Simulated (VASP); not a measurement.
# A slab model of a few sheets of TiNF

Aim: model a few sheets of TiNF by a slab and find how far its highest filled level lies below the vacuum.

Program: VASP 6.6.1. Level of theory: PBEsol, no spin polarisation; plane waves and PAW (F, Ti, N). Results are calculated unless marked as measured.

Most raw output is cut from this account.

## (1) Starting point

The cell holds 12 atoms: 4 F, 4 Ti and 4 N. Its edges and angles: a = 3.062 Å, b = 3.964 Å, c = 27.206 Å, α = 90.0°, β = 90.0°, γ = 90.0°. It derives from TiNF. A few sheets cut from a layered arrangement of the crystal. Vacuum lies along c.

## (2) Relaxing the slab

All atoms relax at the fixed cell.

INCAR reads:

```
SYSTEM = TiNF
PREC = Normal
ENCUT = 400
EDIFF = 1E-05
NELM = 120
ISMEAR = 0
SIGMA = 0.05
LREAL = .FALSE.
ALGO = Fast
GGA = PS
NBANDS = 44
LORBIT = 11
LWAVE = .FALSE.
LCHARG = .FALSE.
KPAR = 4
IBRION = 2
NSW = 40
ISIF = 2
EDIFFG = -0.03
POTIM = 0.4
MAXMIX = 40
IDIPOL = 3
LDIPOL = .TRUE.
DIPOL = 0.5 0.5 0.5
```

POSCAR reads:

```
TiNF
1.0
    3.0620040000      0.0000000000      0.0000000000
    0.0000000000      3.9643870000      0.0000000000
    0.0000000000      0.0000000000     27.2056991612
F Ti N
4 4 4
Direct
    0.5000000000      0.5000000000      0.7243224680
    0.0000000000      0.0000000000      0.5649855170
    0.5000000000      0.5000000000      0.4350144830
    0.0000000000      0.0000000000      0.2756775320
    0.0000000000      0.5000000000      0.6747669030
    0.5000000000      0.0000000000      0.6145410820
    0.0000000000      0.5000000000      0.3854589180
    0.5000000000      0.0000000000      0.3252330970
    0.0000000000      0.0000000000      0.6622103580
    0.5000000000      0.5000000000      0.6270976270
    0.0000000000      0.0000000000      0.3729023730
    0.5000000000      0.5000000000      0.3377896420
```

KPOINTS reads:

```
Automatic mesh
0
Gamma
8 6 1
0 0 0
```

The projector-augmented-wave data sets are F, Ti and N (PBE family, release 64).

Launch:

```sh
$ mpirun -np 4 vasp_std
```

Elapsed: 80 s, on 4 MPI ranks of Intel Xeon 6975P-C (Granite Rapids), shared host; peak memory 1.3 GiB.

This run has no spin polarisation, so a moment on Ti, if there is one, isn't seen. The gap is read on the k-mesh alone, so it is an upper bound where the band edges lie off the mesh. LASPH is off, so gradient terms of the non-spherical density inside the spheres are left out; for open d or f shells this can shift gaps and moments. The PAW data sets were made with PBE, which is usual practice but a small mismatch for other functionals. The data set Ti keeps the semicore shell frozen, which is cheaper and a little less accurate. The run keeps the 8 symmetry operations of its start, so it cannot find a distortion of lower symmetry.

Step by step:

```csv
step,energy less that of the first step (eV),largest force (eV/Å)
1,0.0000,0.3846
2,-0.0151,0.1712
3,-0.0161,0.2642
4,-0.0260,0.1409
5,-0.0316,0.1303
6,-0.0336,0.0334
7,-0.0337,0.0315
8,-0.0337,0.0414
9,-0.0337,0.0183
```

The atoms that moved most (Å):

```csv
atom,dx,dy,dz,length
F4,0.000,0.000,0.049,0.049
F1,0.000,0.000,-0.049,0.049
F2,0.000,0.000,0.046,0.046
F3,0.000,0.000,-0.046,0.046
N10,0.000,0.000,-0.025,0.025
N11,0.000,0.000,0.025,0.025
N12,0.000,0.000,-0.023,0.023
N9,0.000,0.000,0.023,0.023
```

Final coordinates:

```xyz
12
Lattice="3.0620 0.0000 0.0000 0.0000 3.9644 0.0000 0.0000 0.0000 27.2057" Properties=species:S:1:pos:R:3
F     1.5310    1.9822   19.6572
F     0.0000    0.0000   15.4168
F     1.5310    1.9822   11.7889
F     0.0000    0.0000    7.5485
Ti    0.0000    1.9822   18.3407
Ti    1.5310    0.0000   16.7333
Ti    0.0000    1.9822   10.4724
Ti    1.5310    0.0000    8.8650
N     0.0000    0.0000   18.0386
N     1.5310    1.9822   17.0356
N     0.0000    0.0000   10.1701
N     1.5310    1.9822    9.1671
```

Numbers from this step:

```yaml
electronic_cycles: 78
electrons: 64
free_energy_toten: -101.7026 eV
fermi_energy: -2.750 eV
labelled_metallic_from_the_levels_on_this_mesh: no
dipole_moment: 0, 0, 0 e·Å
gap_on_the_k_mesh: 0.5392 eV
least_direct_gap_on_the_k_mesh: 0.5392 eV
```

The run ended after 9 ionic steps, 0.034 eV below its first step, once the forces on the free atoms met EDIFFG = -0.03.

Only the dipole across the slab is computed (IDIPOL = 3); zeros along the plane are no results.

## (3) Vacuum level and density of states

A static run writes the electrostatic potential without exchange and correlation (LVHAR), which is flat in the vacuum and gives the level to count from. The dipole correction cancels the field that unlike faces would set up across the vacuum.

INCAR reads:

```
SYSTEM = TiNF
PREC = Normal
ENCUT = 400
EDIFF = 1E-06
NELM = 120
ISMEAR = 0
SIGMA = 0.05
LREAL = .FALSE.
ALGO = Fast
GGA = PS
NBANDS = 60
LORBIT = 11
LWAVE = .FALSE.
LCHARG = .TRUE.
IDIPOL = 3
LDIPOL = .TRUE.
DIPOL = 0.5 0.5 0.5
LVHAR = .TRUE.
LVACPOTAV = .TRUE.
LELF = .TRUE.
NEDOS = 1500
```

POSCAR reads:

```
TiNF
1.0
    3.0620040000      0.0000000000      0.0000000000
    0.0000000000      3.9643870000      0.0000000000
    0.0000000000      0.0000000000     27.2056991612
F Ti N
4 4 4
Direct
    0.5000000000      0.5000000000      0.7225386906
    0.0000000000      0.0000000000      0.5666764722
    0.5000000000      0.5000000000      0.4333235278
    0.0000000000      0.0000000000      0.2774613094
    0.0000000000      0.5000000000      0.6741481662
    0.5000000000      0.0000000000      0.6150656857
    0.0000000000      0.5000000000      0.3849343143
    0.5000000000      0.0000000000      0.3258518338
    0.0000000000      0.0000000000      0.6630450516
    0.5000000000      0.5000000000      0.6261775761
    0.0000000000      0.0000000000      0.3738224239
    0.5000000000      0.5000000000      0.3369549484
```

KPOINTS is that of step 2.

KPOINTS_OPT reads:

```
Line mode
14
Line-mode
Reciprocal
  0.00000000   0.00000000   0.00000000 GAMMA
  0.50000000   0.00000000   0.00000000 X

  0.50000000   0.00000000   0.00000000 X
  0.50000000   0.50000000   0.00000000 S

  0.50000000   0.50000000   0.00000000 S
  0.00000000   0.50000000   0.00000000 Y

  0.00000000   0.50000000   0.00000000 Y
  0.00000000   0.00000000   0.00000000 GAMMA

  0.00000000   0.00000000   0.00000000 GAMMA
  0.50000000   0.50000000   0.00000000 S
```

Launch:

```sh
$ mpirun -np 4 vasp_std
```

Run time: 69 s. Hardware: 4 MPI ranks; peak memory 0.99 GiB.

This step gave:

```yaml
electronic_cycles: 26
fermi_energy: -2.755 eV
least_gap_on_mesh_and_path: 0.5389 eV
least_direct_gap_on_mesh_and_path: 0.5389 eV
vacuum_levels: 3.605, 3.605 eV
ionisation_potentials_of_the_upper_and_lower_face: 6.586, 6.586 eV
electron_affinities_of_the_upper_and_lower_face: 6.047, 6.047 eV
```

The electronic bands at the labelled points (eV, zero at the valence-band top; v1 is the highest filled band, c1 the lowest empty one):

```csv
point,v4,v3,v2,v1,c1,c2,c3,c4
Γ,-1.19,-1.19,0.00,0.00,0.54,0.54,1.36,1.36
0.46 of the way,-1.42,-1.41,-1.26,-1.26,1.21,1.21,1.72,1.72
X,-1.54,-1.54,-1.54,-1.54,1.60,1.60,1.60,1.60
0.46 of the way,-1.47,-1.47,-1.47,-1.47,1.20,1.20,1.20,1.20
S,-2.76,-2.76,-2.76,-2.76,1.91,1.91,1.91,1.91
0.54 of the way,-2.18,-2.18,-2.17,-2.17,1.45,1.45,1.45,1.45
Y,-2.19,-2.19,-2.18,-2.18,1.09,1.09,1.09,1.09
0.46 of the way,-2.10,-2.09,-2.08,-2.08,1.14,1.14,1.39,1.39
Γ,-1.19,-1.19,0.00,0.00,0.54,0.54,1.36,1.36
0.54 of the way,-2.12,-2.12,-1.42,-1.42,1.21,1.21,1.41,1.41
S,-2.76,-2.76,-2.76,-2.76,1.91,1.91,1.91,1.91
```

Of the projections kept (F, Ti, N), the largest for each band there; the rest of the weight can lie on other orbitals:

```csv
point,v4,v3,v2,v1,c1,c2,c3,c4
Γ,N 0.55,N 0.55,N 0.74,N 0.74,Ti 1.00,Ti 1.00,Ti 0.98,Ti 0.98
X,N 0.63,N 0.63,N 0.63,N 0.63,Ti 0.81,Ti 0.81,Ti 0.81,Ti 0.81
S,Ti 0.50,Ti 0.50,Ti 0.50,Ti 0.50,Ti 0.91,Ti 0.91,Ti 0.91,Ti 0.91
Y,F 0.38,F 0.38,F 0.39,F 0.39,Ti 0.93,Ti 0.93,Ti 0.93,Ti 0.93
Γ,N 0.55,N 0.55,N 0.74,N 0.74,Ti 1.00,Ti 1.00,Ti 0.98,Ti 0.98
S,Ti 0.50,Ti 0.50,Ti 0.50,Ti 0.50,Ti 0.91,Ti 0.91,Ti 0.91,Ti 0.91
```

The density of states has structure finer than the step of the table below, so its rows give means over 1 eV, whole bins alone (the curve runs from -12.0 to 8.46 eV). Peaks (eV: height): total -5.5: 39.1, -5.0: 22.7, -4.7: 22.1, 2.2: 25.7; F p -5.5: 23.5, -5.0: 12.0, -4.7: 12.1; Ti s -5.8: 1.87, -5.4: 0.803, -5.1: 0.756, -3.8: 0.566; Ti p -5.5: 1.69, -5.0: 1.96, -4.8: 1.53, -4.7: 1.15; Ti d 1.4: 13.8, 2.2: 22.5, 2.5: 11.0, 4.8: 14.4.

Means over bins of 0.077 eV. The density of states by energy, zero at the valence-band top; means over each step; values in states/eV/cell:

```csv
energy (eV),total,F p,Ti s,Ti p,Ti d,N s,N p
-7,0,0,0,0,0,0,0
-6,8.36,4.41,0.558,0.274,1.46,0.0279,0.539
-5,17.2,8.99,0.407,1.02,2.83,0.0546,1.47
-4,5.76,1.66,0.177,0.380,1.41,0.0190,1.38
-3,7.39,1.29,0.0907,0.700,1.88,0.0308,2.39
-2,6.75,0.878,0.0700,0.455,1.53,0.0420,2.54
-1,2.42,0.117,0.0757,0.248,0.379,0.0123,1.17
0,0.136,7.6e-4,0,0.0235,0.0312,0,0.0680
1,5.68,0.216,0.0530,0.122,4.56,0.0157,0.321
2,15.1,0.477,0.145,0.257,12.8,0.0139,0.805
3,3.17,0.0551,0.145,0.0516,2.37,0.00400,0.390
4,4.71,0.193,0.00959,0.226,3.25,0.106,0.394
5,7.65,0.286,0.0110,0.320,5.10,0.173,1.13
6,4.54,0.123,0.0904,0.126,2.33,0.0989,0.756
7,2.20,0.0560,0.0176,0.0746,0.111,0.0207,0.0933
```

The planar average of the electrostatic potential oscillates, so the rows of the table below give means over windows of 1.55 Å about each position, cut where the curve ends. Its maxima inside the range that stand out by 2 % of the span (Å: eV): 8.2: -0.0654, 9.7: -6.44, 11.2: -0.0678, 13.6: 6.35, 16.0: -0.0678, 17.5: -6.44, 19.0: -0.0654. Its minima: 7.8: -1.22, 9.2: -7.59, 10.1: -7.59, 11.6: -1.22, 15.6: -1.22, 17.1: -7.59, 18.0: -7.59, 19.4: -1.22.

Zero at the Fermi level. Table of planar average of the electrostatic potential by height; means over each step:

```csv
height (Å),planar average of the electrostatic potential (eV)
0.78,6.37
2.33,6.37
3.88,6.37
5.43,6.36
6.98,3.39
8.53,-3.33
10.08,-6.31
11.63,0.235
13.18,6.15
14.73,3.97
16.28,-2.84
17.83,-6.71
19.38,-0.287
20.93,6.00
22.48,6.37
24.03,6.37
25.58,6.37
```

Density of states in the PAW spheres, an atom over height of the layer and energy from the Fermi level.

Values in states/eV, 22 rows by 12 columns, each cell a mean:
```
0.00 0.05 0.00 0.00 0.05 0.00 0.00 0.05 0.00 0.00 0.05 0.00
0.00 0.01 0.01 0.01 0.01 0.00 0.00 0.01 0.01 0.01 0.01 0.00
0.00 0.01 0.03 0.03 0.01 0.00 0.00 0.01 0.03 0.03 0.01 0.00
0.00 0.05 0.04 0.04 0.05 0.00 0.00 0.05 0.04 0.04 0.05 0.00
0.01 0.06 0.13 0.13 0.06 0.01 0.01 0.06 0.13 0.13 0.06 0.01
0.07 0.41 0.68 0.68 0.41 0.07 0.07 0.41 0.68 0.68 0.41 0.07
0.14 0.37 0.52 0.52 0.37 0.13 0.13 0.37 0.52 0.52 0.37 0.14
0.28 0.55 0.67 0.67 0.55 0.28 0.28 0.55 0.67 0.67 0.55 0.28
0.28 0.66 0.70 0.70 0.66 0.28 0.28 0.66 0.70 0.70 0.66 0.28
0.30 0.70 0.63 0.63 0.70 0.30 0.30 0.70 0.63 0.63 0.70 0.30
0.38 0.62 0.54 0.54 0.62 0.38 0.38 0.62 0.54 0.54 0.62 0.38
0.37 0.50 0.41 0.41 0.50 0.37 0.37 0.50 0.41 0.41 0.50 0.37
0.31 0.49 0.34 0.34 0.48 0.30 0.30 0.48 0.34 0.34 0.49 0.31
1.21 0.61 0.31 0.31 0.61 1.21 1.21 0.61 0.31 0.31 0.61 1.21
2.23 1.01 0.40 0.40 1.00 2.22 2.22 1.00 0.40 0.40 1.01 2.23
2.15 1.10 0.36 0.36 1.10 2.15 2.15 1.10 0.36 0.36 1.10 2.15
2.83 1.33 0.28 0.28 1.33 2.84 2.84 1.33 0.28 0.28 1.33 2.83
0.51 0.41 0.16 0.16 0.41 0.52 0.52 0.41 0.16 0.16 0.41 0.51
0.00 0.01 0.00 0.00 0.01 0.00 0.00 0.01 0.00 0.00 0.01 0.00
0.00 0.00 0.00 0.00 0.00 0.00 0.00 0.00 0.00 0.00 0.00 0.00
0.00 0.00 0.00 0.00 0.00 0.00 0.00 0.00 0.00 0.00 0.00 0.00
0.00 0.00 0.00 0.00 0.00 0.00 0.00 0.00 0.00 0.00 0.00 0.00
```
Columns: height of the layer (Å) from 7.5 to 19.7 (not evenly spaced); rows upwards: energy from the Fermi level (eV) from -7.9 to 0.5.

Valence density in the ca plane at fractional y = 0.000, with atoms of F and Ti and N within 0.2 Å of it. It is the smooth field of the valence electrons, not physical close to the nuclei.

Ten steps, logarithmic in the rise over the least value, from '0' (0 e/Å³) to '9' (12 e/Å³), each cell a mean:
```
23567631000000014797422467642000000000000000
23455420000000002454322345431000000000000000
33332210000000000122333332210000000000000000
44211100000000000001344321100000000000000000
43221100000000000011344322110000000000000000
33333210000000001233333334321000000000000000
23466521000000013676422356542000000000000000
23577631000000014898522467752100000000000000
```
Columns run along c (16.0 Å, from fractional 0.33 to 0.91 of the cell), rows up along a (3.1 Å). Atoms in or near the plane, at fractional coordinates: F at (0.57, 0.00), Ti at (0.62, 0.50), N at (0.66, 0.00), N at (0.37, 0.00).

ELF in the ca plane at fractional y = 0.000, with atoms of F and Ti and N within 0.2 Å of it. It is the smooth field of the valence electrons, not physical close to the nuclei.

Values in units of 1e-1, 5 rows by 16 columns, each cell a mean:
```
0.0 0.0 0.0 0.0 0.3 4.4 7.7 4.5 5.7 7.2 5.1 0.2 0.5 4.5 7.7 3.9
0.0 0.0 0.0 0.0 0.0 1.3 4.0 1.5 2.3 5.5 1.7 0.1 0.1 1.3 4.1 1.1
0.0 0.0 0.0 0.0 0.0 0.5 0.7 0.2 0.4 1.6 0.3 0.2 0.2 0.2 0.7 0.2
0.0 0.0 0.0 0.0 0.0 2.6 6.0 2.5 3.7 7.1 2.9 0.1 0.1 2.2 6.1 2.0
0.0 0.0 0.0 0.0 0.0 4.2 7.4 5.0 6.0 6.0 5.7 0.5 0.2 4.9 7.3 4.3
```
Columns run along c (16.0 Å, from fractional 0.04 to 0.63 of the cell), rows up along a (3.1 Å). Atoms in or near the plane, at fractional coordinates: F at (0.57, 0.00), F at (0.28, 0.00), Ti at (0.62, 0.50), Ti at (0.33, 0.50), N at (0.37, 0.00).

Electrostatic potential energy in the ca plane at fractional y = 0.000, with atoms of F and Ti and N within 0.2 Å of it. With pseudopotentials it is smooth inside the atoms' cores, unlike the true potential.

Ten even steps from '0' (-53 eV) to '9' (4 eV), each cell a mean:
```
99999999999501788840069999999999810388871028
99999999999977777776789999999999987777777689
99999999999998766678999999999999998776677899
99999999999997665678999999999999998765567899
99999999999997766678999999999999998766667899
99999999999988776778899999999999998777777899
99999999999734777762379999999999953687774259
99999999999300688831149999999999700288861117
```
Columns run along c (16.0 Å, from fractional 0.12 to 0.70 of the cell; values clipped at the 3rd and 97th percentile), rows up along a (3.1 Å). Atoms in or near the plane, at fractional coordinates: F at (0.57, 0.00), F at (0.28, 0.00), Ti at (0.62, 0.50), Ti at (0.33, 0.50), N at (0.66, 0.00), N at (0.37, 0.00).

The map of layer states is cut here 0.5 eV above the Fermi level, so it leaves out the states above that.

The vacuum level lies 6.59 eV above the highest filled level at the upper face; both faces agree, as the slab has next to no dipole.

The program found no field-free point at its default tolerance, but its printed level agrees with the flat part of the planar average.

## (4) Derived quantities

This step: slab, PBEsol; plane waves and PAW (VASP 6.6.1).

Derived from the runs above.

This step gave:

```
ionisation potential at the upper face : 6.586 eV
```

## (5) Results

```
ionisation potential of the slab : 6.59 eV
```

What this shows: The ionisation potential is 6.59 eV at both faces. The crystal is layered and no dispersion term is used, so the spacing and binding between its layers, and what hangs on them, are unreliable. The atom that ends on top (F) moved inwards by 0.05 Å, counted from the mean of all atoms. Semilocal band edges put the ionisation potential too low and the gap too small. The cell in the plane was kept as given and was not relaxed here. The slab has a gap, so the level below the vacuum is counted from the highest filled level.

[Lines on the potential files, build, host, timing and source positions are cut from VASP's logs without a mark.]

[Logs are printed without paths, hosts, clocks, repeated set-up lines and the standing remarks that a program may print on its own settings, such as how far it seeks lower states.]

[Hosts, paths, dates, database ids (printed as entryN), source tags and the programs' standing remarks are cut or masked in the printed files.]

[In band tables of VASP the shares of atoms and orbitals are scaled to a sum of 1 inside the atoms' spheres.]

[Runs that stopped without an error message from VASP are left out.]
